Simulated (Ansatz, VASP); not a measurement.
## Ta2O5: VASP beside Ansatz

Aim: how closely do two programs agree when they are given the same cell, functional and k mesh? The cell is taken from a series of runs on this material, whose earlier steps may have relaxed, scaled, displaced or heated it; both programs get it as it stands.

Method: plane waves, with VASP 6.6.1 beside it; G0W0 gap at LDA, in Ansatz 0.2.0.

## Step 1: The structure

Symmetry: P2/m, No. 10, monoclinic system. Conventional cell: a = 3.841 Å, b = 3.863 Å, c = 6.841 Å, α = 90.00°, β = 105.42°, γ = 90.00°. Ta has 6 O at 1.92 to 2.22 Å nearest. O has 2 Ta at 1.93 Å nearest. Nearest to O lie 3 Ta at 1.98 to 2.22 Å. Nearest to O lie 2 Ta at 1.92 Å. Farther neighbours and most contacts between anions are not listed.

## Step 2: Ansatz: G0W0 gap, LDA

Ansatz runs on its PAW soft_1 files.

Quasiparticle shifts depend on high empty states and on the cores, so they are the hardest test of two PAW sets.

input.yaml

```yaml
crystal:
  lattice:
    - [3.8414080139, 0.0, 0.0]
    - [0.0, 3.86271575, 0.0]
    - [-1.8189421445, 0.0, 6.5942490143]
  atoms:
    - { symbol: Ta, position: [0.6475155983, 0.0, 0.7907042773] }
    - { symbol: Ta, position: [0.3524844017, 0.0, 0.2092957227] }
    - { symbol: O, position: [0.6591057249, 0.5, 0.797218822] }
    - { symbol: O, position: [0.3408942751, 0.5, 0.202781178] }
    - { symbol: O, position: [0.1897444523, 0.0, 0.8725325436] }
    - { symbol: O, position: [0.8102555477, 0.0, 0.1274674564] }
    - { symbol: O, position: [0.5, 0.0, 0.5] }
kpoints:
  mp_grid: { grid: [4, 4, 2] }
hamiltonian:
  xc: lda
  pseudopotentials: { kind: paw, azcp: { folder: soft_1 }, xc_functional: pbe }
scf:
  occupations: { method: fixed }
gw:
  n_empty_bands: 364
  ecut_chi: 140
  qp_bands: [v2, c2]
  qp_kpoints: band_edges
  screening: { model: contour_deformation }
```

Run with:

```bash
> ansatz run input.yaml --threads 3 --pin off --max-ram 92160MiB --backend cuda --events-out ev --progress --plain --runs-dir out --devices 1 --max-vram 13GiB
```

Numbers of over 12 decimals in the logs are rounded to 6 here.

What it wrote:

```text
GPUs: using 1 of 1 available (devices: 1).
Engine: ansatz 0.2.0, x86_64-unknown-linux-gnu
Pseudopotentials: kind: paw
Pseudopotential: Ta, paw, valence charge 13, recommended cutoff 420 eV (normal), soft_1/Ta.paw.azcp
Pseudopotential: O, paw, valence charge 6, recommended cutoff 420 eV (normal), soft_1/O.paw.azcp
Functional definition: SPW92
  exchange = slater_x
  correlation = pw_c
device memory: the entry about to start is reckoned to put 1.3 GiB on a device that reports 29.1 GiB free (of which the cap on the GPU budget leaves the run 13.0 GiB)
GPU FFT provider: cuFFT
GPU libraries: cuBLAS 13.8.2, cuFFT 12.4.0, cuSOLVER 12.3.4
Crystal: 7 atoms, lattice volume = 97.847 Å³
Basis set: ecut = 420 eV, 1951 PW (Γ)
Bands: 35, of which v1, the nominal top of the filled ones, is band 28 counted from 1 (27 counted from 0)
Symmetry: 4 space group operations
Space group: P2/m (ITA 10), of the structure as read, at distance tolerance 4.6e-5 Å
k-points: 18 of 32
Non-local potential: Ta, projectors of the file, l = 0: 3, l = 1: 2, l = 2: 2, l = 3: 1
Non-local potential: O, projectors of the file, l = 0: 2, l = 1: 2, l = 2: 1
PAW form: soft (Blöchl's): semilocal exchange-correlation on the pseudo side does not see the compensation charge
PAW frozen core: Ta, regenerated for the run's functional, and the local potential with it (the file was generated under x = pbe(κ = 0.804, μ = 0.219515), c = pbe(β = 0.066725))
PAW frozen core: O, regenerated for the run's functional, and the local potential with it (the file was generated under x = pbe(κ = 0.804, μ = 0.219515), c = pbe(β = 0.066725))
PAW one-centre angular grid: Ta, 590 points (default); XC on 64 Gauss nodes
PAW one-centre angular grid: O, 110 points (default); XC on 64 Gauss nodes
Initial density: superposition of atomic densities (chi_scale 0.1, normalization cell, long waves kept (reshape's long-wave potential 0.02 eV rms))
Initial wavefunctions: pseudopotential atomic-orbital guess
GPU buffer pool allocated for 34992 grid points (all kernels)
GPU transforms: local potential and band sums: pruned to the plane-wave sphere, on 25×25×45
Functional: x = slater, c = lda
SCF iter   1: F=—  HF=-22151.245148 eV  |F-HF|=—  |Δ(HF+E_count)|=         —  Δρ=6.24e-2  dr2=3.39e0  ethr=3.10e-3  ⟨swp⟩=3.8  Hψ=2239  notcnv=0  defer=59
preconditioner: auto → Resta (q_TF=auto, 2.486 Å⁻¹)  ε∞=5.2  [insulator: Δε(μ)=2.586 eV  Ē_g=11.553 eV  n_scr=26 (ndim 8)  ℏωp=23.7 eV  f_vac=0.086  ε∞_Penn≈5.2]
SCF iter   2: F=—  HF=-22150.624205 eV  |F-HF|=—  |Δ(HF+E_count)|=   6.21e-1  Δρ=3.34e-2  dr2=7.26e-1  ethr=3.10e-3  ⟨swp⟩=2.0  Hψ=1115  notcnv=0  defer=64
SCF iter   3: F=—  HF=-22150.473507 eV  |F-HF|=—  |Δ(HF+E_count)|=   1.51e-1  Δρ=1.49e-2  dr2=2.49e-1  ethr=1.30e-3  ⟨swp⟩=2.1  Hψ=898  notcnv=0  defer=82
SCF iter   4: F=—  HF=-22150.410578 eV  |F-HF|=—  |Δ(HF+E_count)|=   6.29e-2  Δρ=3.86e-3  dr2=1.85e-2  ethr=4.45e-4  ⟨swp⟩=2.1  Hψ=993  notcnv=0  defer=86
SCF iter   5: F=—  HF=-22150.411762 eV  |F-HF|=—  |Δ(HF+E_count)|=   1.18e-3  Δρ=3.29e-3  dr2=9.90e-3  ethr=3.30e-5  ⟨swp⟩=2.0  Hψ=1063  notcnv=0  defer=89
SCF iter   6: F=—  HF=-22150.410875 eV  |F-HF|=—  |Δ(HF+E_count)|=   8.87e-4  Δρ=6.15e-4  dr2=5.71e-4  ethr=1.77e-5  ⟨swp⟩=2.0  Hψ=971  notcnv=0  defer=89
SCF iter   7: F=—  HF=-22150.411300 eV  |F-HF|=—  |Δ(HF+E_count)|=   4.25e-4  Δρ=1.61e-4  dr2=2.80e-5  ethr=1.02e-6  ⟨swp⟩=2.0  Hψ=846  notcnv=0  defer=44
SCF iter   8: F=—  HF=-22150.411337 eV  |F-HF|=—  |Δ(HF+E_count)|=   3.65e-5  Δρ=1.87e-4  dr2=2.91e-5  ethr=5.00e-8  ⟨swp⟩=2.0  Hψ=955  notcnv=0  defer=28
SCF iter   9: F=—  HF=-22150.411333 eV  |F-HF|=—  |Δ(HF+E_count)|=   3.27e-6  Δρ=3.11e-5  dr2=9.03e-7  ethr=5.00e-8  ⟨swp⟩=2.0  Hψ=933  notcnv=0  defer=28
SCF iter  10: F=-22150.411334 eV  HF=-22150.411334 eV  |F-HF|=1.17e-8  |Δ(HF+E_count)|=   3.93e-7  Δρ=3.91e-6  dr2=2.24e-8  ethr=1.79e-10  ⟨swp⟩=8.0  Hψ=2337  notcnv=0
SCF 1 converged in 10 iterations: F = -22150.411334 eV  dr2 = 2.24e-8
  greatest PAW one-centre occupation: 0.999 electrons in one spin orbital (limit 2), on the Ta atom at site 1 (counted from 0), in its partial waves of l = 0
device memory: the entry about to start is reckoned to put 1.8 GiB on a device that reports 28.9 GiB free (of which the cap on the GPU budget leaves the run 13.0 GiB)
NSCF: frozen V_eff on 18 k-points
the band table was solved once the SCF had ended and its energy, with any forces and stress, was formed, with the checks that follow a solve (2486 applications of the Hamiltonian). They found nothing against the state; the energy, forces and stress were not computed again (output.eigenvalues in the input reference)
device memory: the entry about to start is reckoned to put 4.5 GiB on a device that reports 28.9 GiB free (of which the cap on the GPU budget leaves the run 13.0 GiB)
NSCF: frozen V_eff on 18 k-points
G₀W₀ screening: q 1/18
[... further progress lines ...]
device memory: the entry about to start is reckoned to put 0.4 GiB on a device that reports 47.0 GiB free (of which the cap on the GPU budget leaves the run 13.0 GiB)
NSCF: frozen V_eff on 1 k-points
device memory: the entry about to start is reckoned to put 0.4 GiB on a device that reports 47.0 GiB free (of which the cap on the GPU budget leaves the run 13.0 GiB)
NSCF: frozen V_eff on 1 k-points
SCF converged after 10 iterations
Free energy (F): -22150.411334 eV
Harris-Foulkes:  -22150.411334 eV  (|F-HF|=1.17e-8)
Internal energy: -22150.411334 eV  (E = F + TS)
E sigma→0 (E₀):  -22150.411334 eV
Fermi energy:    6.520768 eV
--- Per-component energies (eV) ---
  E_band       = -575.763322
  E_kinetic    = 1606.565630
  E_local      = -4434.518076  (includes V_loc(G=0)·N_el)
  E_nonlocal   = 264.300538
  E_hartree    = 1668.589029
  E_xc         = -981.507407
  E_vxc        = -911.038509  (∫ρ·V_xc dr)
  E_paw        = -16875.283344  (= ΣΔE_a)
  E_vpaw       = -438.253470  (= ΣTr[D̂ρ^β])
  E_aug_tail   = 0.004222  (compensation charges beyond the density's cutoff)
  E_ewald      = -3399.564528
  E_core_change = 1.002601  (= ΣΔE_core)
  E_smearing   = -0.000000  (= −TS)
  E_closure    = 0.000000  (closes the sum)
  Σ components = -22150.411334   (vs F -22150.411334, Δ=0.00e0)
--- Band table (eV; the first three rows and the last of 18) ---
  k-point 0: bands = [... 24 lower, 5.5821, 5.6435, 5.8713, 5.8759, 8.6752, 9.0443, 9.1766, 10.7719, ... 3 higher]
  k-point 1: bands = [... 24 lower, 5.5887, 5.6162, 5.6766, 5.6880, 8.6371, 9.0854, 9.2020, 10.6300, ... 3 higher]
  k-point 2: bands = [... 24 lower, 4.6076, 5.0229, 5.0993, 5.8764, 10.2971, 10.6672, 10.7289, 10.9407, ... 3 higher]
  k-point 17: bands = [... 24 lower, 4.5390, 5.8176, 6.3906, 6.5208, 9.5256, 11.3193, 11.9935, 12.5816, ... 3 higher]
--- G₀W₀: contour deformation, 7 samples at zero and on the imaginary axis and 1 off it, 32 q-points, 364 empty bands' worth ---
  eigenvalues of the whole cell's RPA ε∞ on this k-mesh (on a slab, of 1 + 4πα/V) = 4.8000, 4.9495, 7.4628; static W/v taken at q = 0 is 0.177347
  gw.qp_kpoints: band_edges: 12 of 18 stored k-points solved, in 1 pass; an edge of the gap read off the rows below is read off those points alone
    valence top: of the k-points left out ik 3 came nearest to being solved in a further pass, in band 28 (counted from 1, as in the quasiparticle table): it holds the edge there only if its correction is more favourable than any solved in that band by at least 0.501 eV; those differ by 0.092 eV
    conduction bottom: of the k-points left out ik 15 came nearest to being solved in a further pass, in band 29 (counted from 1, as in the quasiparticle table): it holds the edge there only if its correction is more favourable than any solved in that band by at least 0.849 eV; those differ by 0.120 eV
    ik  band        ε_KS         Σx   Σc(E_QP)       V_xc       Z   E_QP_lin       E_QP  E_QP is
     0    27      5.8713   -27.6738     4.5994   -22.6548  0.7403     5.4488     5.4518  root
     0    28      5.8759   -25.4857     4.3709   -20.7519  0.7227     5.5105     5.5130  root
     0    29      8.6752   -13.1702    -4.6115   -18.8605  0.7914     9.7705     9.7540  root
     0    30      9.0443   -13.3819    -4.8019   -19.2978  0.7871    10.1772    10.1581  root
     1    27      5.6766   -24.9420     4.3832   -20.1720  0.7184     5.2868     5.2898  root
     1    28      5.6880   -27.6350     4.5188   -22.6868  0.7428     5.2554     5.2586  root
     1    29      8.6371   -13.1136    -4.5958   -18.7833  0.7921     9.7271     9.7109  root
     1    30      9.0854   -13.4357    -4.8281   -19.3838  0.7864    10.2246    10.2052  root
     4    27      4.8467   -25.2188     5.0057   -19.7447  0.7133     4.3731     4.3784  root
     4    28      6.2211   -25.9507     4.6706   -20.8954  0.7228     5.8336     5.8364  root
     4    29     10.8454   -14.0965    -5.1434   -20.3987  0.7595    12.0339    12.0041  root
     4    30     11.9205   -15.6237    -5.1982   -22.0084  0.7298    13.1444    13.1071  root
     5    27      5.1750   -24.8751     4.7321   -19.6948  0.7174     4.7222     4.7268  root
     5    28      6.1719   -25.9243     4.6113   -20.9306  0.7219     5.7869     5.7896  root
     5    29     10.6197   -13.5666    -5.4076   -20.1533  0.7632    11.8307    11.7989  root
     5    30     11.8794   -15.4124    -5.1673   -21.7592  0.7319    13.0957    13.0590  root
     6    27      5.5711   -27.5544     4.5028   -22.6111  0.7423     5.1271     5.1305  root
     6    28      5.7564   -25.2361     4.4602   -20.3839  0.7196     5.3614     5.3645  root
     6    29      9.0069   -13.4016    -4.7311   -19.2441  0.7877    10.1369    10.1182  root
     6    30      9.5472   -13.4495    -5.0139   -19.6428  0.7811    10.7504    10.7266  root
     7    27      5.5725   -24.8612     4.5072   -19.9374  0.7171     5.1522     5.1558  root
     7    28      5.7058   -25.1567     4.4736   -20.2864  0.7186     5.3059     5.3091  root
     7    29      8.7511   -13.1743    -4.6127   -18.8697  0.7908     9.8506     9.8339  root
     7    30      9.6510   -13.2537    -5.1743   -19.6157  0.7788    10.8640    10.8387  root
[...]
16    27      6.3974   -26.1789     4.6829   -21.1483  0.7249     6.0476     6.0498  root
    16    28      6.4956   -26.3265     4.6708   -21.3169  0.7249     6.1547     6.1567  root
    16    29      9.5333   -13.4679    -5.0237   -19.6787  0.7785    10.7452    10.7205  root
    16    30     11.3179   -15.0265    -5.4498   -21.7387  0.7439    12.6184    12.5804  root
    17    27      6.3906   -26.1534     4.6762   -21.1283  0.7250     6.0395     6.0417  root
    17    28      6.5208   -26.3550     4.6762   -21.3417  0.7248     6.1817     6.1837  root
    17    29      9.5256   -13.4163    -5.0374   -19.6407  0.7785    10.7374    10.7127  root
    17    30     11.3193   -15.0603    -5.4463   -21.7691  0.7439    12.6196    12.5817  root
```

Reading the cycles: dr2 is the Hartree energy of the density residual (eV), the measure of convergence; HF is the Harris–Foulkes estimate of the energy, which meets the free energy F at convergence.

(Part 1 of 2 ends here.)

[Lines on the potential files, build, host, timing and source positions are cut from VASP's logs without a mark.]

[Logs are printed without paths, hosts, clocks, repeated set-up lines and the standing remarks that a program may print on its own settings, such as how far it seeks lower states.]

[Hosts, paths, dates, database ids (printed as entryN), source tags and the programs' standing remarks are cut or masked in the printed files.]
